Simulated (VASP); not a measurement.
# Bi3SbO3 (P4/mmm) in VASP: a series of runs, part 2 of 2

VASP 6.6.1. Earlier steps stand in the parts before.

## Step 3: Relaxation of cell and atoms, PBE

This run uses another cell than the first one, of 19.73 Å³/atom, 1.027 times its volume.

The input, INCAR:

```
SYSTEM = Bi3SbO3
ALGO = Normal
EDIFF = 1E-7
EDIFFG = -0.005
ENCUT = 520
GGA = PE
IBRION = 2
ISIF = 3
ISMEAR = 0
KPAR = 4
LASPH = .True.
LCHARG = .False.
LREAL = .False.
LWAVE = .False.
NELM = 120
NSW = 60
POTIM = 0.3
PREC = Accurate
SIGMA = 0.1
```

The input, KPOINTS:

```
k-points
0
Gamma
  8 8 4
  0 0 0
```

The input, POSCAR:

```
Bi3SbO3                                 
1.0
    3.4582111926      0.0000000000      0.0000000000
   -0.0000000000      3.4582111926      0.0000000000
   -0.0000000000      0.0000000000     11.5463807614
  Sb              Bi              O             
     1     3     3
Direct
     1.0000000000000000    0.0000000000000000    0.5000000000000000
     1.0000000000000000    0.0000000000000000    0.0000000000000000
     0.5000000000000000    0.5000000000000000    0.2782868152649380
     0.5000000000000000    0.5000000000000000    0.7217131847350622
     0.5000000000000000    0.5000000000000000    0.0000000000000000
     1.0000000000000000    0.0000000000000000    0.2086187788228631
     0.0000000000000000    0.0000000000000000    0.7913812211771369
```

Potentials or basis: VASP PAW PBE potentials, release 64 (Sb, Bi_d, O).

Run with:

```
cat potpaw_PBE.64/Sb/POTCAR potpaw_PBE.64/Bi_d/POTCAR potpaw_PBE.64/O/POTCAR > POTCAR
mpirun -np 4 vasp_std > vasp.out
```

OUTCAR:

```text
SYSTEM = Bi3SbO3
   EDIFF = 1E-7
   EDIFFG = -0.005
   ENCUT = 520
   GGA = PE
   IBRION = 2
   ISIF = 3
   ISMEAR = 0
   LASPH = .True.
   LREAL = .False.
   NELM = 120
   NSW = 60
   POTIM = 0.3
   PREC = Accurate

 ion  position               nearest neighbor table
   1  0.000  0.000  0.500-   3 3.54   3 3.54   3 3.54   3 3.54   4 3.54   4 3.54   4 3.54   4 3.54

   2  0.000  0.000  0.000-   6 2.41   7 2.41   5 2.45   5 2.45   5 2.45   5 2.45
   3  0.500  0.500  0.278-   6 2.57   6 2.57   6 2.57   6 2.57   1 3.54   1 3.54   1 3.54   1 3.54

   4  0.500  0.500  0.722-   7 2.57   7 2.57   7 2.57   7 2.57   1 3.54   1 3.54   1 3.54   1 3.54

   5  0.500  0.500  0.000-   2 2.45   2 2.45   2 2.45   2 2.45
   6  0.000  0.000  0.209-   2 2.41   3 2.57   3 2.57   3 2.57   3 2.57
   7  0.000  0.000  0.791-   2 2.41   4 2.57   4 2.57   4 2.57   4 2.57

  LATTYP: Found a simple tetragonal cell.
 ALAT       =     3.4582111926
 C/A-ratio  =     3.3388304295

  Lattice vectors:

 A1 = (   3.4582111926,   0.0000000000,   0.0000000000)
 A2 = (   0.0000000000,   3.4582111926,   0.0000000000)
 A3 = (   0.0000000000,   0.0000000000,  11.5463807614)

Analysis of symmetry for initial positions (statically):
=====================================================================
 Subroutine PRICEL returns:
 Original cell was already a primitive cell.

 Routine SETGRP: Setting up the symmetry group for a
 simple tetragonal supercell.

 Subroutine GETGRP returns: Found 16 space group operations
 (whereof 16 operations were pure point group operations)
 out of a pool of 16 trial point group operations.

The static configuration has the point symmetry D_4h.

Analysis of symmetry for dynamics (positions and initial velocities):
=====================================================================
 Subroutine PRICEL returns:
 Original cell was already a primitive cell.

 Routine SETGRP: Setting up the symmetry group for a
 simple tetragonal supercell.

 Subroutine GETGRP returns: Found 16 space group operations
[... 138 lines left out ...]
   GGA     = PE    functional components
   LHFCALC =     F    Hartree Fock is set to
   AEXX    =    0.0000 exact exchange contribution
   IVDW    =     0    specifies the selected vdW correction
   LEPSILON=     F    determine dielectric tensor
   LRPA    =     F    only Hartree local field effects (RPA)
 conjugate gradient relaxation of ions
 non-spin polarized calculation
 Gauss-broadening in eV      SIGMA  =   0.10
  energy-cutoff  :      520.00
  volume of cell :      138.09
 maximum number of plane-waves:      3752
 NGX is ok and might be reduce to    28
   NGX = 13   NGY = 13   NGZ = 43

--------------------------------------- Ionic step        1  -------------------------------------------

 number of electron      67.9999977 magnetization

 Free energy of the ion-electron system (eV)
  ---------------------------------------------------
  ext. energy  EPLUGINS =         0.00000000
  ---------------------------------------------------
  free energy    TOTEN  =       -34.54676499 eV

  energy without entropy =      -34.53378415  energy(sigma->0) =      -34.54027457

------------------------ aborting loop because EDIFF is reached ----------------------------------------

  FORCE on cell =-STRESS in cart. coord.  units (eV):
  Direction    XX          YY          ZZ          XY          YZ          ZX
  --------------------------------------------------------------------------------------
  -------------------------------------------------------------------------------------
  Total        0.0007150      0.0007150      0.0955644      0.0000000      0.0000000      0.0000000
  in kB        0.0082955      0.0082955      1.1088118      0.0000000      0.0000000      0.0000000
  external PRESSURE =       0.3751343 kB  Pullay stress =       0.0000000 kB
[... 110 lines left out ...]
--------------------------------------- Ionic step        4  -------------------------------------------

 number of electron      67.9999976 magnetization

 Free energy of the ion-electron system (eV)
  ---------------------------------------------------
  ext. energy  EPLUGINS =         0.00000000
  ---------------------------------------------------
  free energy    TOTEN  =       -34.54681801 eV

  energy without entropy =      -34.53394836  energy(sigma->0) =      -34.54038318

 E-fermi :   8.1019     XC(G=0): -10.5824

 val. band max:        8.0784763197   @ k =   0.5000   0.1250   0.0000
 cond. band min:       8.1368134513   @ k =   0.0000   0.0000   0.2500
 fundamental gap:      0.0583371316
 Fermi energy:         8.1018590719

 k-point     1 :       0.0000    0.0000    0.0000
  band No.  band energies     occupation
      1     -15.8809      2.00000
      2     -15.8279      2.00000
      3     -15.7440      2.00000
      4     -15.7440      2.00000
      5     -15.6597      2.00000
      6     -15.6559      2.00000
[... 1021 lines left out ...]
     39      10.0908      0.00000
     40      10.9826      0.00000

 [... further k-points ...]
[... 5 lines left out ...]
  --------------------------------------------------------------------------------------
  -------------------------------------------------------------------------------------
  Total       -0.0046056     -0.0046056     -0.0052135      0.0000000      0.0000000      0.0000000
  in kB       -0.0534037     -0.0534037     -0.0604517      0.0000000      0.0000000      0.0000000
  external PRESSURE =      -0.0557530 kB  Pullay stress =       0.0000000 kB
[... 22 lines left out ...]
  FREE ENERGIE OF THE ION-ELECTRON SYSTEM (eV)
  ---------------------------------------------------
  free  energy   TOTEN  =       -34.5468180091 eV

  energy  without entropy=      -34.5339483603  energy(sigma->0) =      -34.54038318

 reached required accuracy - stopping structural energy minimisation
```

OSZICAR:

```text
N       E                     dE             d eps       ncg     rms          rms(c)
DAV:   1     0.851245175171E+03    0.85125E+03   -0.33826E+04  3600   0.198E+03
DAV:   2     0.933737485302E+02   -0.75787E+03   -0.74116E+03  3760   0.558E+02
[... 38 lines left out ...]
DAV:   1    -0.345468898630E+02   -0.80223E-04   -0.31369E-03  4152   0.458E-01    0.470E-02
DAV:   2    -0.345468367367E+02    0.53126E-04   -0.15426E-04  4400   0.122E-01    0.238E-02
DAV:   3    -0.345468182747E+02    0.18462E-04   -0.48971E-05  4632   0.683E-02    0.938E-03
DAV:   4    -0.345468171247E+02    0.11500E-05   -0.13026E-05  5104   0.249E-02    0.345E-03
DAV:   5    -0.345468176565E+02   -0.53175E-06   -0.16248E-06  4112   0.929E-03    0.172E-03
DAV:   6    -0.345468179693E+02   -0.31278E-06   -0.21234E-07  2864   0.350E-03    0.579E-04
DAV:   7    -0.345468180091E+02   -0.39803E-07   -0.52804E-08  2200   0.203E-03
   4 F= -.34546818E+02 E0= -.34540383E+02  d E =-.844882E-05
```

Wall time 1.7 min (4 MPI ranks of Intel Xeon 6975P-C (Granite Rapids), shared host); peak memory 0.4 GiB.

What came out:

```yaml
Free_energy: -34.5468 eV
Relaxed_volume: 19.74 Å³/atom
Relaxed_cell: a = 3.458 Å, b = 3.458 Å, c = 11.558 Å, α = 90.00°, β = 90.00°, γ = 90.00°
Space_group_after_relaxing_to_0.05_Å: P4/mmm (No. 123)
Energy_gained_by_relaxing: 0.0 meV/atom
Ionic_steps: 4
Pressure_after_relaxing: 0.0 GPa
Largest_force_after_relaxing: 0.004 eV/Å
Band_gap_on_the_k_mesh: none (metal or under the smearing width)
```

Forces in eV/Å, atoms in the order of the input:
```
Sb   0.000  0.000  0.000
Bi   0.000  0.000  0.000
Bi   0.000  0.000  0.002
Bi   0.000  0.000 -0.002
O    0.000  0.000  0.000
O    0.000  0.000 -0.004
O    0.000  0.000  0.004
```

Final structure:
```cif
data_structure
_symmetry_space_group_name_H-M 'P 1'
_symmetry_Int_Tables_number 1
_cell_length_a 3.4575
_cell_length_b 3.4575
_cell_length_c 11.5584
_cell_angle_alpha 90.000
_cell_angle_beta 90.000
_cell_angle_gamma 90.000
_cell_volume 138.17
loop_
_atom_site_label
_atom_site_type_symbol
_atom_site_fract_x
_atom_site_fract_y
_atom_site_fract_z
_atom_site_occupancy
Sb1 Sb 0.00000 0.00000 0.50000 1
Bi1 Bi 0.00000 0.00000 0.00000 1
Bi2 Bi 0.50000 0.50000 0.27832 1
Bi3 Bi 0.50000 0.50000 0.72168 1
O1 O 0.50000 0.50000 0.00000 1
O2 O 0.00000 0.00000 0.20866 1
O3 O 0.00000 0.00000 0.79134 1
```

Caveat: spin-orbit coupling is left out, which moves the levels of the heavy elements.
